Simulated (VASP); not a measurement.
Input of a VASP 6.6.1 run:

POSCAR

```
SnO
1.0
    3.8020000000      0.0000000000      0.0000000000
    0.0000000000      3.8020000000      0.0000000000
    0.0000000000      0.0000000000      4.8360000000
Sn O
2 2
Direct
    0.0000000000      0.5000000000      0.2385000000
    0.5000000000      0.0000000000      0.7615000000
    0.0000000000      0.0000000000      0.0000000000
    0.5000000000      0.5000000000      0.0000000000
```

File INCAR.step1:

```
  PREC = Accurate
  ENCUT = 520
  EDIFF = 1E-5
  ISMEAR = 0
  SIGMA = 0.02
  LREAL = False
  LASPH = True
  NELM = 60
  ALGO = Normal
  ISIF = 2
  LWAVE = True
  LCHARG = False
  GGA = PE
```

The input INCAR.step2:

```
  PREC = Accurate
  ENCUT = 520
  EDIFF = 1E-6
  ISMEAR = 0
  SIGMA = 0.02
  LREAL = False
  LASPH = True
  NELM = 60
  ALGO = Normal
  ISIF = 2
  LWAVE = False
  LCHARG = False
  METAGGA = MBJ
  ISTART = 1
```

Contents of KPOINTS:

```
regular mesh
0
Gamma
  8 8 6
```

File KPOINTS_OPT:

```
path GXMGZRAZ,XR,MA
15
line-mode
reciprocal
 0.0000000000  0.0000000000  0.0000000000  G
 0.0000000000  0.5000000000  0.0000000000  X

 0.0000000000  0.5000000000  0.0000000000  X
 0.5000000000  0.5000000000  0.0000000000  M

 0.5000000000  0.5000000000  0.0000000000  M
 0.0000000000  0.0000000000  0.0000000000  G

 0.0000000000  0.0000000000  0.0000000000  G
 0.0000000000  0.0000000000  0.5000000000  Z

 0.0000000000  0.0000000000  0.5000000000  Z
 0.0000000000  0.5000000000  0.5000000000  R

 0.0000000000  0.5000000000  0.5000000000  R
 0.5000000000  0.5000000000  0.5000000000  A

 0.5000000000  0.5000000000  0.5000000000  A
 0.0000000000  0.0000000000  0.5000000000  Z

 0.0000000000  0.5000000000  0.0000000000  X
 0.0000000000  0.5000000000  0.5000000000  R

 0.5000000000  0.5000000000  0.0000000000  M
 0.5000000000  0.5000000000  0.5000000000  A
```

Potentials or basis: VASP PAW PBE potentials, release 64 (Sn_d, O).

Launch:

```console
$ cat potpaw_PBE.64/Sn_d/POTCAR potpaw_PBE.64/O/POTCAR > POTCAR
$ cp INCAR.step1 INCAR
$ mpirun -np 1 vasp_std > vasp.out
$ cp INCAR.step2 INCAR
$ mpirun -np 1 vasp_std > vasp.out
```

Problem. What does it give for the band gap on the k mesh?

Solution. 0.20 eV, indirect (least direct gap 2.37 eV).

Problem. Estimate the band gap along the path.

Solution. 0.20 eV, indirect (least direct gap 2.37 eV).

Levels at the corners of the path, in eV from the valence-band top:
```csv
point,band 16,band 17,band 18,band 19,band 20,band 21,band 22,band 23,band 24
Γ,-6.79,-4.20,-3.90,-3.90,0.00,2.56,4.65,4.65,5.00
X,-5.53,-5.46,-5.46,-3.05,-3.05,3.47,3.47,6.06,6.06
X,-5.53,-5.46,-5.46,-3.05,-3.05,3.47,3.47,6.06,6.06
M,-5.68,-3.30,-3.30,-2.17,-2.17,0.20,0.20,4.84,4.84
M,-5.68,-3.30,-3.30,-2.17,-2.17,0.20,0.20,4.84,4.84
Γ,-6.79,-4.20,-3.90,-3.90,0.00,2.56,4.65,4.65,5.00
Γ,-6.79,-4.20,-3.90,-3.90,0.00,2.56,4.65,4.65,5.00
Z,-4.26,-3.92,-3.92,-2.88,-2.79,2.44,3.11,3.11,3.81
Z,-4.26,-3.92,-3.92,-2.88,-2.79,2.44,3.11,3.11,3.81
R,-5.91,-5.43,-5.43,-2.20,-2.20,2.80,2.80,5.58,5.58
R,-5.91,-5.43,-5.43,-2.20,-2.20,2.80,2.80,5.58,5.58
A,-6.06,-3.30,-3.30,-2.84,-2.84,2.23,2.23,4.50,4.50
A,-6.06,-3.30,-3.30,-2.84,-2.84,2.23,2.23,4.50,4.50
Z,-4.26,-3.92,-3.92,-2.88,-2.79,2.44,3.11,3.11,3.81
X,-5.53,-5.46,-5.46,-3.05,-3.05,3.47,3.47,6.06,6.06
R,-5.91,-5.43,-5.43,-2.20,-2.20,2.80,2.80,5.58,5.58
M,-5.68,-3.30,-3.30,-2.17,-2.17,0.20,0.20,4.84,4.84
A,-6.06,-3.30,-3.30,-2.84,-2.84,2.23,2.23,4.50,4.50
```

Caveat: spin-orbit coupling is left out, which moves the levels of the heavy elements.
